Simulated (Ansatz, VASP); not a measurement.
# P in two plane-wave programs

Wanted: the spread between two codes on one cell, functional and k mesh. The structure shown is the start of the Ansatz relaxation below; VASP solves that cell, so the two are compared at the walk's first step.

Program: Ansatz 0.2.0. Level of theory: plane waves, with VASP 6.6.1 beside it; single point at PBE with D3(BJ). Results are calculated unless marked as measured.

### Step 1. The structure

The structure is orthorhombic, space group Cmce (No. 64). Conventional cell: a = 3.300 Å, b = 10.128 Å, c = 4.139 Å, α = 90.00°, β = 90.00°, γ = 90.00°. Nearest to P lie 3 P at 2.21 to 2.24 Å.

Structure file:

```cif
data_structure
_symmetry_space_group_name_H-M 'P 1'
_symmetry_Int_Tables_number 1
_cell_length_a 5.3261
_cell_length_b 5.3261
_cell_length_c 4.1387
_cell_angle_alpha 90.000
_cell_angle_beta 90.000
_cell_angle_gamma 143.906
_cell_volume 69.17
loop_
_atom_site_label
_atom_site_type_symbol
_atom_site_fract_x
_atom_site_fract_y
_atom_site_fract_z
_atom_site_occupancy
P1 P 0.89364 0.10636 0.07195 1
P2 P 0.60636 0.39364 0.57195 1
P3 P 0.10636 0.89364 0.92805 1
P4 P 0.39364 0.60636 0.42805 1
```

### Step 2. Ansatz: relaxation, PBE with D3(BJ)

Ansatz runs on its PAW soft_1 files.

The two programs are compared at the cell with which this relaxation starts, whose forces are those of its first step.

Input file input.yaml:

```yaml
crystal:
  lattice:
    - [1.6500297533, -5.0640721617, 0.0]
    - [1.6500297533, 5.0640721617, 0.0]
    - [0.0, 0.0, 4.1387164036]
  atoms:
    - { symbol: P, position: [0.8936359544, 0.1063640456, 0.0719509599] }
    - { symbol: P, position: [0.6063640456, 0.3936359544, 0.5719509599] }
    - { symbol: P, position: [0.1063640456, 0.8936359544, 0.9280490401] }
    - { symbol: P, position: [0.3936359544, 0.6063640456, 0.4280490401] }
kpoints:
  mp_grid: { grid: [16, 16, 12] }
hamiltonian:
  xc: pbe
  dispersion: d3bj
  pseudopotentials: { kind: paw, azcp: { folder: soft_1 } }
scf:
  occupations: { method: methfessel_paxton, width: 0.2 }
output:
  forces: true
  stress: true
  eigenvalues: true
relax:
  adjacent_minimum: "off"
  f_tol: 0.001
  max_steps: 60
  cell: { stress_tol: 0.01, fix: [volume] }
```

The run is started by

```bash
$ ansatz run input.yaml --threads 4 --pin off --max-ram 16384MiB --backend cpu --events-out ev --progress --plain --runs-dir out
```

Numbers of over 12 decimals in the logs are rounded to 6 here.

The program printed:

```text
Engine: ansatz 0.2.0, x86_64-unknown-linux-gnu
Pseudopotentials: kind: paw
Pseudopotential: P, paw, valence charge 5, recommended cutoff 420 eV (normal), soft_1/P.paw.azcp
Functional definition: PBE
  parameter kappa = 0.804
  parameter beta = 0.066725
  exchange = pbe_x(kappa = kappa, mu = beta*pi^2/3)
  correlation = pbe_c(beta = beta)
Crystal: 4 atoms, lattice volume = 69.165 Å³
Basis set: ecut = 420 eV, 1341 PW (Γ), exchange–correlation on 72×72×60 points (8 copies of the dense FFT grid, shifted against one another)
Bands: 14, of which v1, the nominal top of the filled ones, is band 10 counted from 1 (9 counted from 0)
Symmetry: 8 space group operations
Space group: Cmce (ITA 64), of the structure as read, at distance tolerance 4.1e-5 Å
k-points: 511 of 3072
Non-local potential: P, projectors of the file, l = 0: 2, l = 1: 2, l = 2: 1
PAW form: soft (Blöchl's): semilocal exchange-correlation on the pseudo side does not see the compensation charge
PAW one-centre angular grid: P, 110 points (default); XC on 64 Gauss nodes
Initial density: superposition of atomic densities (chi_scale 0.1, normalization cell)
Initial wavefunctions: pseudopotential atomic-orbital guess
Functional: x = pbe(κ = 0.804, μ = 0.219515), c = pbe(β = 0.066725)
SCF iter   1: F=—  HF=-3024.302270 eV  |F-HF|=—  |Δ(HF+E_count)|=         —  Δρ=4.06e-2  dr2=7.31e-1  ethr=3.10e-3  ⟨swp⟩=7.2  Hψ=54537  notcnv=0
preconditioner: auto → Kerker (q_TF=auto, 2.219 Å⁻¹)  [metal: Δε(μ)=0.005 eV  Ē_g=9.187 eV  σ=0.200 eV  W_gap=0.02  n_scr=12 (ndim 8)  ℏωp=20.0 eV  f_vac=0.000  D(μ)=0.11/eV (n_scr^D=0)]
SCF iter   2: F=—  HF=-3024.203963 eV  |F-HF|=—  |Δ(HF+E_count)|=   9.83e-2  S|Δr|=    0.00e0  Δρ=2.44e-2  dr2=2.82e-1  ethr=3.10e-3  ⟨swp⟩=1.2  Hψ=11350  notcnv=0
SCF iter   3: F=—  HF=-3024.147708 eV  |F-HF|=—  |Δ(HF+E_count)|=   5.63e-2  S|Δr|=    0.00e0  Δρ=2.01e-3  dr2=1.75e-3  ethr=1.41e-3  ⟨swp⟩=2.1  Hψ=10852  notcnv=0
SCF iter   4: F=—  HF=-3024.149089 eV  |F-HF|=—  |Δ(HF+E_count)|=   1.38e-3  S|Δr|=    0.00e0  Δρ=5.16e-4  dr2=2.02e-4  ethr=8.74e-6  ⟨swp⟩=2.1  Hψ=12050  notcnv=0
SCF iter   5: F=—  HF=-3024.149225 eV  |F-HF|=—  |Δ(HF+E_count)|=   1.36e-4  S|Δr|=    0.00e0  Δρ=8.14e-5  dr2=4.74e-6  ethr=1.01e-6  ⟨swp⟩=2.7  Hψ=12736  notcnv=0
SCF iter   6: F=—  HF=-3024.149205 eV  |F-HF|=—  |Δ(HF+E_count)|=   1.95e-5  S|Δr|=    0.00e0  Δρ=1.56e-5  dr2=2.04e-7  ethr=2.37e-8  ⟨swp⟩=2.7  Hψ=12975  notcnv=0
SCF iter   7: F=-3024.149205 eV  HF=-3024.149205 eV  |F-HF|=1.51e-9  |Δ(HF+E_count)|=   5.63e-8  S|Δr|=    0.00e0  Δρ=2.82e-6  dr2=6.40e-9  ethr=5.00e-10  ⟨swp⟩=8.8  Hψ=44709  notcnv=0
SCF 1 converged in 7 iterations: F = -3024.149205 eV  dr2 = 6.40e-9
  greatest PAW one-centre occupation: 0.808 electrons in one spin orbital (limit 2), on the P atom at site 3 (counted from 0), in its partial waves of l = 0
relax step   1: F+E_penalty+E_count = -3024.14920536 eV  Δ(F+E_penalty+E_count) = +0.000e0 eV  max|allowed force component| = 1.357e-1 eV/Å  Δτ_max = 0.0000 Å  P = +1.863 GPa  Ω = 69.165 Å³  fix = [volume]  reactions: volume +1.863 GPa  (7 SCF iters, dr2 threshold 1.00e-7 eV, accepted)
[...]
relax step   2: F+E_penalty+E_count = -3024.15307597 eV  Δ(F+E_penalty+E_count) = -3.871e-3 eV  max|allowed force component| = 8.776e-2 eV/Å  Δτ_max = 0.0097 Å  P = +1.130 GPa  Ω = 69.165 Å³  energy of the carried Pulay correction = +1.190e-18 eV  fix = [volume]  reactions: volume +1.130 GPa  (4 SCF iters, dr2 threshold 4.00e-7 eV, accepted)
[...]
relax step   3: F+E_penalty+E_count = -3024.15448967 eV  Δ(F+E_penalty+E_count) = -1.414e-3 eV  max|allowed force component| = 1.137e-2 eV/Å  Δτ_max = 0.0059 Å  P = +0.692 GPa  Ω = 69.165 Å³  fix = [volume]  reactions: volume +0.692 GPa  (4 SCF iters, dr2 threshold 4.00e-7 eV, accepted)
[...]
relax step   4: F+E_penalty+E_count = -3024.15472890 eV  Δ(F+E_penalty+E_count) = -2.392e-4 eV  max|allowed force component| = 1.044e-2 eV/Å  Δτ_max = 0.0020 Å  P = +0.582 GPa  Ω = 69.165 Å³  energy of the carried Pulay correction = -5.951e-19 eV  fix = [volume]  reactions: volume +0.582 GPa  (5 SCF iters, dr2 threshold 6.42e-8 eV, accepted)
[...]
relax step   5: F+E_penalty+E_count = -3024.15476307 eV  Δ(F+E_penalty+E_count) = -3.417e-5 eV  max|allowed force component| = 6.845e-4 eV/Å  Δτ_max = 0.0011 Å  P = +0.576 GPa  Ω = 69.165 Å³  energy of the carried Pulay correction = +1.190e-18 eV  fix = [volume]  reactions: volume +0.576 GPa  (5 SCF iters, dr2 threshold 1.18e-8 eV, accepted)
[...]
relax step   6: F+E_penalty+E_count = -3024.15476867 eV  Δ(F+E_penalty+E_count) = -5.604e-6 eV  max|allowed force component| = 6.880e-4 eV/Å  Δτ_max = 0.0000 Å  P = +0.576 GPa  Ω = 69.165 Å³  fix = [volume]  reactions: volume +0.576 GPa  stress off target by 9.60e-3 GPa on what of the cell is left free  SCF on the basis re-selected at this cell (its energy is not comparable with the rows above)  (5 SCF iters)
basis re-selected at this cell: Δ(F+E_penalty+E_count) = -5.604e-6 eV, ΔP = +0.000 GPa vs the last step (what re-selecting the basis moved, of the pressure what is left beyond the Pulay correction that the steps carried, after the strain that the cell walked since its last selection, with what the two solves' SCF thresholds leave and, on support functions, any second-order correction that the steps lacked; it is no m [...]
SCF converged after 5 iterations
Stability not checked: this state was not tested for a lower state beside it, because cold or Methfessel-Paxton smearing, or corrected tetrahedra, fill the levels in a way that the test cannot read (fill_not_monotonic; see scf.lower_state_search)
Free energy (F): -3024.154769 eV
Harris-Foulkes:  -3024.154769 eV  (|F-HF|=9.09e-13)
Internal energy: -3024.156082 eV  (E = F + TS)
E sigma→0 (E₀):  -3024.155097 eV
Entropy (-TS):   0.001314 eV (0.328 meV/atom)
Fermi energy:    8.783612 eV
--- Per-component energies (eV) ---
  E_band       = 39.495797
  E_kinetic    = 275.716405
  E_local      = -200.039229  (includes V_loc(G=0)·N_el)
  E_nonlocal   = 130.381840
  E_hartree    = 54.369726
  E_xc         = -291.830040
  E_vxc        = -244.516526  (∫ρ·V_xc dr)
  E_paw        = -2232.614476  (= ΣΔE_a)
  E_vpaw       = -30.786141  (= ΣTr[D̂ρ^β])
  E_aug_tail   = -0.000001  (compensation charges beyond the density's cutoff)
  E_ewald      = -758.515001
  E_disp       = -1.625306  (pairwise vdW)
  E_smearing   = 0.001314  (= −TS)
  E_closure    = 0.000000  (closes the sum)
  Σ components = -3024.154769   (vs F -3024.154769, Δ=0.00e0)
--- Forces (eV/Å), atoms counted from 1 ---
  atom   1  P      0.00000000     0.00053398     0.00068802
  atom   2  P      0.00000000    -0.00053398     0.00068802
  atom   3  P     -0.00000000    -0.00053398    -0.00068802
  atom   4  P     -0.00000000     0.00053398    -0.00068802
  max |Σ_I F_I| component: 0.00e0 eV/Å
--- Stress (GPa, compression-positive) ---
        0.576116      -0.000000       0.000000
       -0.000000       0.585267      -0.000000
        0.000000      -0.000000       0.566287
  P = ⅓ Tr σ = 0.5759 GPa (5.759 kbar)
--- Band table (eV; the first three rows and the last of 511) ---
  k-point 0: bands = [... 6 lower, 4.6475, 5.9055, 6.0323, 7.4045, 9.8925, 10.0044, 10.6237, 12.3101]
  k-point 1: bands = [... 6 lower, 4.6649, 6.0391, 6.4384, 7.1213, 9.8327, 10.4267, 10.6022, 12.0963]
  k-point 2: bands = [... 6 lower, 4.7733, 6.0519, 6.5158, 7.2886, 9.9884, 10.4931, 11.1124, 11.6289]
  k-point 510: bands = [... 6 lower, 6.3903, 6.3903, 7.5940, 7.5940, 10.0526, 10.0526, 11.4754, 11.4754]
--- Relaxed structure (5 steps of the walk, 5 accepted, 1 SCFs on fresh bases) ---
  F+E_penalty+E_count = -3024.15476867 eV   max|allowed force component| = 6.880e-4 eV/Å   (the final SCF, on the basis selected at the relaxed cell)
  cell:  # Å, volume = 69.1652 Å³
    - [1.662842, -5.059555, 0.0]
    - [1.662842, 5.059555, 0.0]
    - [0.0, 0.0, 4.110493]
  atoms:
    - { symbol: P, position: [0.892618, 0.107382, 0.069784] }
    - { symbol: P, position: [0.607382, 0.392618, 0.569784] }
    - { symbol: P, position: [0.107382, 0.892618, 0.930216] }
    - { symbol: P, position: [0.392618, 0.607382, 0.430216] }
```

The column dr2 measures how far the density is from self-consistency, as an energy; F and HF (Harris–Foulkes) agree once it is small.

### Step 3. VASP: single point, PBE with D3(BJ), start cell, pair 1

The same cell, functional, mesh and smearing now go to VASP, with its own data sets.

Lines of VASP's logs that name or quote its potential files are left out, and so is its time.

Input file INCAR:

```
SYSTEM = P
PREC = Accurate
ENCUT = 400
EDIFF = 1E-06
NELM = 120
ISMEAR = 1
SIGMA = 0.2
LREAL = .FALSE.
ALGO = Normal
GGA = PE
IVDW = 12
NBANDS = 16
LORBIT = 11
LWAVE = .FALSE.
LCHARG = .FALSE.
ISIF = 2
LASPH = .TRUE.
GGA_COMPAT = .FALSE.
KPAR = 2
```

Input file POSCAR:

```
P
1.0
    1.6500300000     -5.0640720000      0.0000000000
    1.6500300000      5.0640720000      0.0000000000
    0.0000000000      0.0000000000      4.1387160000
P
4
Direct
    0.8936359910      0.1063640090      0.0719510592
    0.6063640090      0.3936359910      0.5719510592
    0.1063640090      0.8936359910      0.9280491824
    0.3936359910      0.6063640090      0.4280491824
```

Input file KPOINTS:

```
Automatic mesh
0
Gamma
16 16 12
0 0 0
```

The projector-augmented-wave data sets are P (PBE family, release 64).

The run is started by

```bash
$ mpirun -np 2 vasp_std
```

The program printed:

```text
[banner, memory and clock lines left out]
running    2 mpi-ranks, on    1 nodes
 distrk:  each k-point on    1 cores,    2 groups
 distr:  one band on    1 cores,    1 groups

 POSCAR found type information on POSCAR P
 POSCAR found :  1 types and       4 ions
 LDA part: xc-table for (Slater+PW92), standard interpolation
 POSCAR, INCAR and KPOINTS ok, starting setup
 FFT: planning ... GRIDC
 FFT: planning ... GRID_SOFT
 FFT: planning ... GRID
 WAVECAR not read
 entering main loop
       N       E                     dE             d eps       ncg     rms          rms(c)
DAV:   1     0.472288973332E+02    0.47229E+02   -0.73115E+03 16352   0.868E+02
DAV:   2    -0.189367292183E+02   -0.66166E+02   -0.63946E+02 22688   0.148E+02
DAV:   3    -0.214625122200E+02   -0.25258E+01   -0.25163E+01 21968   0.311E+01
DAV:   4    -0.214857223873E+02   -0.23210E-01   -0.23204E-01 20712   0.359E+00
DAV:   5    -0.214861174084E+02   -0.39502E-03   -0.39500E-03 22336   0.422E-01    0.107E+01
DAV:   6    -0.213801919459E+02    0.10593E+00   -0.65692E-02 19624   0.148E+00    0.629E+00
DAV:   7    -0.213379089813E+02    0.42283E-01   -0.10709E-01 21272   0.193E+00    0.337E-01
DAV:   8    -0.213375391767E+02    0.36980E-03   -0.11649E-02 19240   0.688E-01    0.163E-01
DAV:   9    -0.213375807924E+02   -0.41616E-04   -0.59190E-04 22472   0.153E-01    0.760E-02
DAV:  10    -0.213375876208E+02   -0.68284E-05   -0.67415E-05 20592   0.477E-02    0.316E-02
DAV:  11    -0.213375953691E+02   -0.77483E-05   -0.11610E-05 20480   0.255E-02    0.867E-03
DAV:  12    -0.213375959070E+02   -0.53792E-06   -0.59871E-07 11008   0.561E-03
   1 F= -.22961763E+02 E0= -.22962169E+02  d E =0.121768E-02
```

OUTCAR, selected parts (step 3):

```text
ion  position               nearest neighbor table
   1  0.894  0.106  0.072-   4 2.21   4 2.21   3 2.24
   2  0.606  0.394  0.572-   3 2.21   3 2.21   4 2.24
   3  0.106  0.894  0.928-   2 2.21   2 2.21   1 2.24
   4  0.394  0.606  0.428-   1 2.21   1 2.21   2 2.24

  LATTYP: Found a base centered orthorhombic cell.
 ALAT       =     3.3000600000
 B/A-ratio  =     3.0690787440
 C/A-ratio  =     1.2541335612

 Subroutine GETGRP returns: Found  8 space group operations
 (whereof  4 operations were pure point group operations)

The static configuration has the point symmetry C_2h.
 The point group associated with its full space group is D_2h.

 Found    511 irreducible k-points:

   k-points           NKPTS =    511   k-points in BZ     NKDIM =    511   number of bands    NBANDS=     16

   dimension x,y,z NGX =    36 NGY =   36 NGZ =   28
   dimension x,y,z NGXF=    72 NGYF=   72 NGZF=   56

   ENCUT  =  400.0 eV  29.40 Ry    5.42 a.u.   8.69  8.69  6.75*2*pi/ulx,y,z

   NELECT =      20.0000    total number of electrons

 k-points in reciprocal lattice and weights: Automatic mesh
   0.00000000  0.00000000  0.00000000       0.000
   0.06250000  0.00000000  0.00000000       0.001
   0.12500000  0.00000000  0.00000000       0.001
   0.18750000  0.00000000  0.00000000       0.001
   0.25000000  0.00000000  0.00000000       0.001
   0.31250000  0.00000000  0.00000000       0.001
   0.37500000  0.00000000  0.00000000       0.001
   0.43750000 -0.00000000  0.00000000       0.001
   0.50000000  0.00000000  0.00000000       0.001
[...]
-0.43750000  0.43750000  0.50000000       0.001
   0.50000000  0.50000000  0.50000000       0.000

 average (electrostatic) potential at core
       1 -81.8810       2 -81.8810       3 -81.8810       4 -81.8810

 E-fermi :   7.6665

 k-point     1 :       0.0000    0.0000    0.0000
  band No.  band energies     occupation
    ...
      6       3.4829      2.00000
      7       3.5078      2.00000
      8       4.7226      2.00000
      9       4.9520      2.00000
     10       6.2396      2.00000
     11       8.6593     -0.00000
     12       8.8775     -0.00000
     13       9.5495     -0.00000
     14      11.1645     -0.00000
     15      13.2116      0.00000
    ...

 k-point     2 :       0.0625    0.0000    0.0000
  band No.  band energies     occupation
    ...
      6       3.2038      2.00000
      7       3.2887      2.00000
      8       4.7429      2.00000
      9       4.8811      2.00000
     10       6.3258      2.00000
     11       8.7151     -0.00000
     12       9.2185     -0.00000
     13       9.9463     -0.00000
     14      10.8945     -0.00000
     15      12.9016      0.00000
    ...

 k-point     3 :       0.1250    0.0000    0.0000
  band No.  band energies     occupation
    ...
      6       2.6186      2.00000
      7       2.7908      2.00000
      8       4.7881      2.00000
      9       4.8019      2.00000
     10       6.4774      2.00000
     11       8.8713     -0.00000
     12      10.1276     -0.00000
     13      10.2565     -0.00000
     14      10.8655     -0.00000
     15      12.1302      0.00000
    ...

 Edisp (eV)   -1.62417

  Total       0.77998     0.59296     0.59085     0.00000    -0.00000     0.00000
  in kB      18.06790    13.73555    13.68686     0.00000    -0.00000     0.00000
  external pressure =       15.16 kB  Pullay stress =        0.00 kB

  energy-cutoff  :      400.00
  volume of cell :       69.17
      direct lattice vectors                 reciprocal lattice vectors
     1.650030000 -5.064072000  0.000000000     0.303024793 -0.098734773  0.000000000
     1.650030000  5.064072000  0.000000000     0.303024793  0.098734773  0.000000000
     0.000000000  0.000000000  4.138716000     0.000000000  0.000000000  0.241620831

 POSITION                                       TOTAL-FORCE (eV/Angst)
 -----------------------------------------------------------------------------------
      1.65003     -3.98680      0.29778         0.000000      0.090609     -0.067385
      1.65003     -1.07727      2.36714         0.000000     -0.090609     -0.067385
      1.65003      3.98680      3.84093         0.000000     -0.090609      0.067385
      1.65003      1.07727      1.77157         0.000000      0.090609      0.067385
 -----------------------------------------------------------------------------------
    total drift:                                0.000000      0.000000     -0.000221

  FREE ENERGIE OF THE ION-ELECTRON SYSTEM (eV)
  ---------------------------------------------------
  free  energy   TOTEN  =       -22.9617630764 eV

  energy  without entropy=      -22.9629807587  energy(sigma->0) =      -22.96216897

 total charge
# of ion       s       p       d       tot
------------------------------------------
    1        1.084   1.385   0.000   2.469
    2        1.084   1.385   0.000   2.469
    3        1.084   1.385   0.000   2.469
    4        1.084   1.385   0.000   2.469
--------------------------------------------------
tot          4.337   5.540   0.000   9.877

[... 3 further parts left out ...]
```

The run ends at a pressure of 1.52 GPa, with forces up to 0.11 eV/Å.

### Step 4. Comparison

Known differences besides the potentials themselves: the cutoff is 420 eV in Ansatz and 400 eV in VASP. Total energies have different zeros and are not compared.

Forces (eV/Å; atoms numbered as in POSCAR):

| atom | Ansatz x, y, z | VASP x, y, z |
| --- | --- | --- |
| P1 | 0.000, 0.136, -0.113 | 0.000, 0.091, -0.067 |
| P2 | 0.000, -0.136, -0.113 | 0.000, -0.091, -0.067 |
| P3 | 0.000, -0.136, 0.113 | 0.000, -0.091, 0.067 |
| P4 | 0.000, 0.136, 0.113 | 0.000, 0.091, 0.067 |

The forces differ by 37 meV/Å r.m.s., which is 56.7 % of the r.m.s. force of 0.065 eV/Å (both taken over all components).

### Step 5. What the set-up changes

Further runs change the set-up of one program: Ansatz's method, potentials or start, or VASP's data sets, cutoff or form of LDA. The table gives that difference for each run.

| run | r.m.s. force difference (meV/Å) |
| --- | --- |
| as above | 37 |
| VASP with a cutoff of 500 eV (perhaps on Ansatz's relaxed cell) | 37 |

### Step 6. Ansatz: relaxation, PBE with D3(BJ)

The two programs are compared at the cell with which this relaxation starts, whose forces are those of its first step. The cell compared in this pair holds 74.81 Å³, against 69.17 Å³ for the pair before.

The structure compared here is the start of the Ansatz relaxation; VASP solves that cell, so the two are compared at the walk's first step.

input.yaml, the sections that differ from step 2:

```yaml
crystal:
  lattice:
    - [1.669811988, -5.21608453, 0.0]
    - [1.669811988, 5.21608453, 0.0]
    - [0.0, 0.0, 4.2946217929]
  atoms:
    - { symbol: P, position: [0.8957793563, 0.1042206437, 0.0757345496] }
    - { symbol: P, position: [0.6042206437, 0.3957793563, 0.5757345496] }
    - { symbol: P, position: [0.1042206437, 0.8957793563, 0.9242654504] }
    - { symbol: P, position: [0.3957793563, 0.6042206437, 0.4242654504] }
# kpoints, hamiltonian, scf, output, relax: as in step 2
```

The run is started by

```bash
$ ansatz run input.yaml --threads 4 --pin off --max-ram 16384MiB --backend cpu --events-out ev --progress --plain --runs-dir out
```

The program printed:

```text
[...]
Crystal: 4 atoms, lattice volume = 74.811 Å³
Basis set: ecut = 420 eV, 1459 PW (Γ), exchange–correlation on 80×80×60 points (8 copies of the dense FFT grid, shifted against one another)
Bands: 14, of which v1, the nominal top of the filled ones, is band 10 counted from 1 (9 counted from 0)
Symmetry: 8 space group operations
[...]
k-points: 511 of 3072
[...]
--- Relaxed structure (5 steps of the walk, 5 accepted, 1 SCFs on fresh bases) ---
[...]
cell:  # Å, volume = 74.8113 Å³
    - [1.658651, -5.229121, 0.0]
    - [1.658651, 5.229121, 0.0]
    - [0.0, 0.0, 4.312741]
  atoms:
    - { symbol: P, position: [0.896901, 0.103099, 0.077418] }
    - { symbol: P, position: [0.603099, 0.396901, 0.577418] }
    - { symbol: P, position: [0.103099, 0.896901, 0.922582] }
    - { symbol: P, position: [0.396901, 0.603099, 0.422582] }
[key lines of the parts left out:]
SCF converged after 5 iterations
Free energy (F): -3024.138113 eV
Fermi energy:    7.880776 eV
P = ⅓ Tr σ = -1.3496 GPa (-13.496 kbar)
```

[end of part 1 of 2]

[Lines on the potential files, build, host, timing and source positions are cut from VASP's logs without a mark.]

[Logs are printed without paths, hosts, clocks, repeated set-up lines and the standing remarks that a program may print on its own settings, such as how far it seeks lower states.]

[Hosts, paths, dates, database ids (printed as entryN), source tags and the programs' standing remarks are cut or masked in the printed files.]

[Rows of further runs with another cutoff or data set may stand on the cell that Ansatz relaxed, not on the start cell of the pair above them.]
